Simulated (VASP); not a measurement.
# Ge3B2C3 (P3m1) in VASP: further runs

The runs below take Ge3B2C3 through relaxation of cell and atoms, with PBE.

Program: VASP 6.6.1. These are calculated values, not measurements. Logs are shortened: lines on timing, memory, paths and dates and some standing lists are left out, and cuts for length are marked.

### 1 The structure

Symmetry: P3m1, No. 156, trigonal system. The conventional cell has a = 3.135 Å, b = 3.135 Å, c = 10.536 Å, α = 90.00°, β = 90.00°, γ = 120.00°. Ge (site symmetry 3m) is surrounded by 4 C at 1.95 to 1.97 Å. Around Ge (site symmetry 3m) lie 4 C at 1.96 to 2.00 Å. Ge (site symmetry 3m) has 1 C at 1.96 Å and 3 B at 2.10 Å as nearest neighbours. B (site symmetry 3m) has 1 B at 1.69 Å and 3 C at 1.85 Å as nearest neighbours. Around B (site symmetry 3m) lie 1 B at 1.69 Å. C (site symmetry 3m) is surrounded by 3 B at 1.85 Å and 1 Ge at 2.00 Å. C (site symmetry 3m) has 4 Ge at 1.95 to 1.96 Å as nearest neighbours. C (site symmetry 3m) has 4 Ge at 1.96 to 1.97 Å as nearest neighbours.

The cell was built by a generator and needn't be a form met in nature.

### 2 Relaxation of cell and atoms, PBE

INCAR reads:

```
SYSTEM = Ge3B2C3
ALGO = Normal
EDIFF = 1E-6
EDIFFG = -0.01
ENCUT = 520
GGA = PE
IBRION = 2
ISIF = 3
ISMEAR = 0
KPAR = 4
LASPH = .TRUE.
LCHARG = .FALSE.
LREAL = .FALSE.
LWAVE = .FALSE.
NELM = 120
NSW = 90
PREC = Accurate
SIGMA = 0.1
```

KPOINTS reads:

```
k-points
0
G
  12 12 4
  0 0 0
```

POSCAR reads:

```
Ge3B2C3
1.0
    3.1351295000      0.0000000000      0.0000000000
   -1.5675647500      2.7151017900      0.0000000000
    0.0000000000      0.0000000000     10.5360000000
Ge B C
3 2 3
Direct
    0.6666666700      0.3333333300      0.2504745600
    0.3333333300      0.6666666700      0.5074031900
    0.3333333300      0.6666666700      0.9959187500
    0.6666666700      0.3333333300      0.7346241500
    0.6666666700      0.3333333300      0.8953113100
    0.3333333300      0.6666666700      0.6974183800
    0.3333333300      0.6666666700      0.1815679600
    0.6666666700      0.3333333300      0.4370728900
```

Potentials or basis: VASP PAW PBE potentials, release 64 (Ge_d, B, C).

The run is started by

```
cat potpaw_PBE.64/Ge_d/POTCAR potpaw_PBE.64/B/POTCAR potpaw_PBE.64/C/POTCAR > POTCAR
mpirun -np 4 vasp_std > vasp.out
```

OUTCAR:

```text
SYSTEM = Ge3B2C3
   EDIFF = 1E-6
   EDIFFG = -0.01
   ENCUT = 520
   GGA = PE
   IBRION = 2
   ISIF = 3
   ISMEAR = 0
   LASPH = .TRUE.
   LREAL = .FALSE.
   NELM = 120
   NSW = 90
   PREC = Accurate

 ion  position               nearest neighbor table
   1  0.667  0.333  0.250-   7 1.95   7 1.95   7 1.95   8 1.97
   2  0.333  0.667  0.507-   8 1.96   8 1.96   8 1.96   6 2.00
   3  0.333  0.667  0.996-   7 1.96   5 2.10   5 2.10   5 2.10
   4  0.667  0.333  0.735-   5 1.69   6 1.85   6 1.85   6 1.85
   5  0.667  0.333  0.895-   4 1.69   3 2.10   3 2.10   3 2.10
   6  0.333  0.667  0.697-   4 1.85   4 1.85   4 1.85   2 2.00
   7  0.333  0.667  0.182-   1 1.95   1 1.95   1 1.95   3 1.96
   8  0.667  0.333  0.437-   2 1.96   2 1.96   2 1.96   1 1.97

  LATTYP: Found a hexagonal cell.
 ALAT       =     3.1351295000
 C/A-ratio  =     3.3606267301

  Lattice vectors:

 A1 = (   3.1351295000,   0.0000000000,   0.0000000000)
 A2 = (  -1.5675647500,   2.7151017900,   0.0000000000)
 A3 = (   0.0000000000,   0.0000000000,  10.5360000000)

Analysis of symmetry for initial positions (statically):
=====================================================================
 Subroutine PRICEL returns:
 Original cell was already a primitive cell.

 Routine SETGRP: Setting up the symmetry group for a
 hexagonal supercell.

 Subroutine GETGRP returns: Found  6 space group operations
 (whereof  6 operations were pure point group operations)
 out of a pool of 24 trial point group operations.

The static configuration has the point symmetry C_3v.

Analysis of symmetry for dynamics (positions and initial velocities):
=====================================================================
 Subroutine PRICEL returns:
 Original cell was already a primitive cell.

 Routine SETGRP: Setting up the symmetry group for a
 hexagonal supercell.

 Subroutine GETGRP returns: Found  6 space group operations
 (whereof  6 operations were pure point group operations)
 out of a pool of 24 trial point group operations.

The dynamic configuration has the point symmetry C_3v.

 Subroutine INISYM returns: Found  6 space group operations
 (whereof  6 operations are pure point group operations),
 and found     1 'primitive' translations

----------------------------------------------------------------------------------------

                                     Primitive cell

  volume of cell :      89.6845

  direct lattice vectors                    reciprocal lattice vectors
     3.135129500  0.000000000  0.000000000     0.318966091  0.184155158  0.000000000
    -1.567564750  2.715101790  0.000000000     0.000000000  0.368310317  0.000000000
     0.000000000  0.000000000 10.536000000     0.000000000  0.000000000  0.094912680

  length of vectors
     3.135129500  3.135129499 10.536000000     0.368310317  0.368310317  0.094912680

  position of ions in fractional coordinates (direct lattice)
     0.666666670  0.333333330  0.250474560
     0.333333330  0.666666670  0.507403190
     0.333333330  0.666666670  0.995918750
     0.666666670  0.333333330  0.734624150
     0.666666670  0.333333330  0.895311310
     0.333333330  0.666666670  0.697418380
     0.333333330  0.666666670  0.181567960
     0.666666670  0.333333330  0.437072890

  ion indices of the primitive-cell ions
   primitive index   ion index
                 1           1
                 2           2
                 3           3
                 4           4
                 5           5
                 6           6
                 7           7
                 8           8

----------------------------------------------------------------------------------------

 KPOINTS: k-points

Automatic generation of k-mesh.
 Grid dimensions read from file:
 generate k-points for:   12   12    4

 Generating k-lattice:

  Cartesian coordinates                     Fractional coordinates (reciprocal lattice)
     0.026580508  0.015346263  0.000000000     0.083333333  0.000000000  0.000000000
     0.000000000  0.030692526  0.000000000     0.000000000  0.083333333  0.000000000
     0.000000000  0.000000000  0.023728170     0.000000000  0.000000000  0.250000000

  Length of vectors
     0.030692526  0.030692526  0.023728170

  Shift w.r.t. Gamma in fractional coordinates (k-lattice)
     0.000000000  0.000000000  0.000000000

 Subroutine IBZKPT returns following result:
 ===========================================

 Found     69 irreducible k-points:

 Following reciprocal coordinates:
            Coordinates               Weight
  0.000000  0.000000  0.000000      1.000000
  0.083333  0.000000  0.000000      6.000000
  0.166667 -0.000000  0.000000      6.000000
  0.250000  0.000000  0.000000      6.000000
  0.333333  0.000000  0.000000      6.000000
  0.416667  0.000000  0.000000      6.000000
[... 16 lines left out ...]
  0.166667 -0.000000  0.250000      6.000000
  0.000000  0.166667  0.250000      6.000000
 [... further k-points ...]
   k-points           NKPTS =     69   k-points in BZ     NKDIM =     69   number of bands    NBANDS=     36
   number of dos      NEDOS =    301   number of ions     NIONS =      8
   total plane-waves  NPLWV =  46080
   dimension x,y,z NGX =    24 NGY =   24 NGZ =   80
   dimension x,y,z NGXF=    48 NGYF=   48 NGZF=  160
   ions per type =               3   2   3
   NGX,Y,Z   is equivalent  to a cutoff of  12.73, 12.73, 12.62 a.u.
   NGXF,Y,Z  is equivalent  to a cutoff of  25.45, 25.45, 25.25 a.u.
 SYSTEM =  Ge3B2C3
   PREC   = accura    normal or accurate (medium, high low for compatibility)
   ISTART =      0    job   : 0-new  1-cont  2-samecut
   ICHARG =      2    charge: 1-file 2-atom 10-const
   ISPIN  =      1    spin polarized calculation?
   LNONCOLLINEAR =      F non collinear calculations
   LSORBIT =      F    spin-orbit coupling
   LASPH  =      T    aspherical Exc in radial PAW
   ENCUT  =  520.0 eV  38.22 Ry    6.18 a.u.   5.83  5.83 19.59*2*pi/ulx,y,z
   NELM   =    120;   NELMIN=  2; NELMDL= -5     # of ELM steps
   EDIFF  = 0.1E-05   stopping-criterion for ELM
   LREAL  =      F    real-space projection
   EDIFFG = -.1E-01   stopping-criterion for IOM
   NSW    =     90    number of steps for IOM
   IBRION =      2    ionic relax: 0-MD 1-quasi-New 2-CG
   NFREE  =      1    steps in history (QN), initial steepest desc. (CG)
   ISIF   =      3    stress and relaxation
   ISYM   =      2    0-nonsym 1-usesym 2-fastsym
   POTIM  = 0.5000    time-step for ionic-motion
   TEBEG  =    0.0;   TEEND  =   0.0 temperature during run
   PSTRESS=    0.0 pullay stress
   NELECT =      60.0000    total number of electrons
   NUPDOWN=      -1.0000    fix difference up-down
   EMIN   =  10.00;   EMAX   =-10.00  energy-range for DOS
   EFERMI =   0.00;   METHOD = LEGACY
   ISMEAR =     0;   SIGMA  =   0.10  broadening in eV -4-tet -1-fermi 0-gaus
   EFERMI_NEDOS =   21; number of points for ismear=-14 and -15
   IALGO  =     38    algorithm
   IMIX   =      4    mixing-type and parameters
     AMIX     =   0.40;   BMIX     =  1.00
     AMIX_MAG =   1.60;   BMIX_MAG =  1.00
  volume/ion in A,a.u.               =      11.21        75.65
  Fermi-wavevector in a.u.,A,eV,Ry     =   1.431812  2.705733 27.893125  2.050087
  Thomas-Fermi vector in A             =   2.551508
   LORBIT       =      0    0 simple, 1 ext, 2 COOP (PROOUT), +10 PAW based schemes
   GGA     = PE    functional components
   LHFCALC =     F    Hartree Fock is set to
   AEXX    =    0.0000 exact exchange contribution
   IVDW    =     0    specifies the selected vdW correction
   LEPSILON=     F    determine dielectric tensor
   LRPA    =     F    only Hartree local field effects (RPA)
 conjugate gradient relaxation of ions
 non-spin polarized calculation
 Gauss-broadening in eV      SIGMA  =   0.10
  energy-cutoff  :      520.00
  volume of cell :       89.68
 maximum number of plane-waves:      2436
   NGX = 11   NGY = 11   NGZ = 39

--------------------------------------- Ionic step        1  -------------------------------------------

 number of electron      60.0000004 magnetization

 Free energy of the ion-electron system (eV)
  ---------------------------------------------------
  ext. energy  EPLUGINS =         0.00000000
  ---------------------------------------------------
  free energy    TOTEN  =       -49.14431502 eV

  energy without entropy =      -49.13394124  energy(sigma->0) =      -49.13912813

------------------------ aborting loop because EDIFF is reached ----------------------------------------

  FORCE on cell =-STRESS in cart. coord.  units (eV):
  Direction    XX          YY          ZZ          XY          YZ          ZX
  --------------------------------------------------------------------------------------
  -------------------------------------------------------------------------------------
  Total        0.1645194      0.1645194      0.0800446     -0.0000000     -0.0000000      0.0000000
  in kB        2.9390723      2.9390723      1.4299646     -0.0000000     -0.0000000      0.0000000
  external PRESSURE =       2.4360364 kB  Pullay stress =       0.0000000 kB
[... 321 lines left out ...]
  energy  without entropy=      -49.1382981315  energy(sigma->0) =      -49.14364358

--------------------------------------- Ionic step        9  -------------------------------------------

 number of electron      60.0000017 magnetization

 Free energy of the ion-electron system (eV)
  ---------------------------------------------------
  ext. energy  EPLUGINS =         0.00000000
  ---------------------------------------------------
  free energy    TOTEN  =       -49.14903125 eV

  energy without entropy =      -49.13833656  energy(sigma->0) =      -49.14368390

 E-fermi :   6.2411     XC(G=0): -11.5424

 val. band max:        6.2409410486   @ k =   0.3333   0.0833   0.5000
 cond. band min:       6.2445797706   @ k =   0.0000   0.0833   0.2500
 fundamental gap:      0.0036387219
 Fermi energy:         6.2410718726

 k-point     1 :       0.0000    0.0000    0.0000
  band No.  band energies     occupation
      1     -18.2088      2.00000
      2     -18.2047      2.00000
      3     -18.2047      2.00000
      4     -18.1065      2.00000
      5     -18.1065      2.00000
      6     -18.0408      2.00000
[... 925 lines left out ...]
     35      11.9967      0.00000
     36      12.7730      0.00000

 [... further k-points ...]

------------------------ aborting loop because EDIFF is reached ----------------------------------------

  FORCE on cell =-STRESS in cart. coord.  units (eV):
  Direction    XX          YY          ZZ          XY          YZ          ZX
  --------------------------------------------------------------------------------------
  -------------------------------------------------------------------------------------
  Total        0.0324044      0.0324044     -0.0090167      0.0000000     -0.0000000      0.0000000
  in kB        0.5789170      0.5789170     -0.1610865      0.0000000     -0.0000000      0.0000000
  external PRESSURE =       0.3322492 kB  Pullay stress =       0.0000000 kB
[... 23 lines left out ...]
  FREE ENERGIE OF THE ION-ELECTRON SYSTEM (eV)
  ---------------------------------------------------
  free  energy   TOTEN  =       -49.1490312477 eV

  energy  without entropy=      -49.1383365592  energy(sigma->0) =      -49.14368390

 reached required accuracy - stopping structural energy minimisation
```

It took 3.2 min on 4 MPI ranks of Intel Xeon Platinum 8559C (Emerald Rapids), shared host; peak memory 0.33 GiB.

What came out:

* Free energy: -49.1490 eV
* Energy gained by relaxing: 0.6 meV/atom
* Ionic steps: 9
* Pressure after relaxing: 0.0 GPa
* Largest force after relaxing: 0.010 eV/Å
* Band gap on the k mesh: none (metal or under the smearing width)

Forces on the atoms (eV/Å):
```
Ge   0.000  0.000  0.003
Ge   0.000  0.000  0.010
Ge   0.000  0.000  0.004
B    0.000  0.000 -0.003
B    0.000  0.000  0.004
C    0.000  0.000 -0.001
C    0.000  0.000 -0.008
C    0.000  0.000 -0.008
```

The path:
| step | energy change (eV) | largest force (eV/Å) | pressure (GPa) | volume (Å³) |
| --- | --- | --- | --- | --- |
| 1 | 0.0000 | 0.1956 | 0.24 | 89.68 |
| 2 | -0.0032 | 0.0771 | -0.28 | 89.91 |
| 3 | -0.0032 | 0.0836 | -0.43 | 89.92 |
| 4 | -0.0044 | 0.0486 | 0.11 | 89.65 |
| 5 | -0.0045 | 0.0499 | 0.00 | 89.68 |
| 6 | -0.0045 | 0.0484 | 0.11 | 89.68 |
| 7 | -0.0047 | 0.0169 | -0.12 | 89.74 |
| 8 | -0.0047 | 0.0142 | -0.07 | 89.74 |
| 9 | -0.0047 | 0.0096 | 0.03 | 89.68 |

Final structure:
```yaml
crystal:
  lattice:
    - [3.13841, 0.00000, 0.00000]
    - [-1.56921, 2.71795, 0.00000]
    - [0.00000, 0.00000, 10.51350]
  atoms:
    - { symbol: Ge, position: [0.66667, 0.33333, 0.25017] }
    - { symbol: Ge, position: [0.33333, 0.66667, 0.50784] }
    - { symbol: Ge, position: [0.33333, 0.66667, 0.99452] }
    - { symbol: B, position: [0.66667, 0.33333, 0.73353] }
    - { symbol: B, position: [0.66667, 0.33333, 0.89516] }
    - { symbol: C, position: [0.33333, 0.66667, 0.69917] }
    - { symbol: C, position: [0.33333, 0.66667, 0.18134] }
    - { symbol: C, position: [0.66667, 0.33333, 0.43806] }
```

### 3 Relaxation of cell and atoms, PBE

Edit INCAR of step 2 so:

```diff
@@ -2,4 +2,4 @@
 ALGO = Normal
-EDIFF = 1E-6
-EDIFFG = -0.01
+EDIFF = 1E-7
+EDIFFG = -0.005
 ENCUT = 520
@@ -15,3 +15,4 @@
 NELM = 120
-NSW = 90
+NSW = 60
+POTIM = 0.3
 PREC = Accurate
```

KPOINTS is that of step 2.

POSCAR reads:

```
Ge3B2C3                                 
1.0
    3.1384133891      0.0000000000      0.0000000000
   -1.5692066946      2.7179457214     -0.0000000000
    0.0000000000      0.0000000000     10.5134953111
  Ge              B               C             
     3     2     3
Direct
     0.6666666699999979    0.3333333300000021    0.2501689842250233
     0.3333333300000021    0.6666666699999979    0.5078379458189044
     0.3333333300000021    0.6666666699999979    0.9945245384721032
     0.6666666699999979    0.3333333300000021    0.7335331349265047
     0.6666666699999979    0.3333333300000021    0.8951613909167885
     0.3333333300000021    0.6666666699999979    0.6991679980755253
     0.3333333300000021    0.6666666699999979    0.1813402529341860
     0.6666666699999979    0.3333333300000021    0.4380569446309710
```

Potentials or basis: VASP PAW PBE potentials, release 64 (Ge_d, B, C).

The run is started by

```
cat potpaw_PBE.64/Ge_d/POTCAR potpaw_PBE.64/B/POTCAR potpaw_PBE.64/C/POTCAR > POTCAR
mpirun -np 4 vasp_std > vasp.out
```

Wall time 68 s (4 MPI ranks of Intel Xeon Platinum 8559C (Emerald Rapids), shared host); peak memory 0.33 GiB.

It converged, with:

```yaml
Free_energy: -49.1490 eV
Energy_gained_by_relaxing: 0.0 meV/atom
Ionic_steps: 2
Pressure_after_relaxing: 0.0 GPa
Band_gap_on_the_k_mesh: none (metal or under the smearing width)
```

Forces in eV/Å, atoms in the order of the input:
```
Ge   0.000  0.000 -0.003
Ge   0.000  0.000  0.001
Ge   0.000  0.000 -0.001
B    0.000  0.000 -0.001
B    0.000  0.000  0.003
C    0.000  0.000  0.001
C    0.000  0.000  0.000
C    0.000  0.000  0.001
```

Final structure:
```cif
data_structure
_symmetry_space_group_name_H-M 'P 1'
_symmetry_Int_Tables_number 1
_cell_length_a 3.1387
_cell_length_b 3.1387
_cell_length_c 10.5127
_cell_angle_alpha 90.000
_cell_angle_beta 90.000
_cell_angle_gamma 120.000
_cell_volume 89.69
loop_
_atom_site_label
_atom_site_type_symbol
_atom_site_fract_x
_atom_site_fract_y
_atom_site_fract_z
_atom_site_occupancy
Ge1 Ge 0.66667 0.33333 0.25018 1
Ge2 Ge 0.33333 0.66667 0.50786 1
Ge3 Ge 0.33333 0.66667 0.99454 1
B1 B 0.66667 0.33333 0.73352 1
B2 B 0.66667 0.33333 0.89517 1
C1 C 0.33333 0.66667 0.69916 1
C2 C 0.33333 0.66667 0.18132 1
C3 C 0.66667 0.33333 0.43804 1
```

Levels at points of the mesh, in eV from the Fermi level:
```tsv
k point	band 28	band 29	band 30	band 31	band 32	band 33
(0.00, 0.00, 0.00)	0.11	1.23	2.68	2.68	3.90	4.31
(0.50, 0.00, 0.00)	-2.01	-1.70	-1.19	0.45	2.81	3.42
(0.00, 0.00, 0.50)	0.19	0.19	2.65	2.65	4.16	4.60
(0.50, 0.00, 0.50)	-2.10	-1.51	-1.21	0.35	2.96	3.27
```
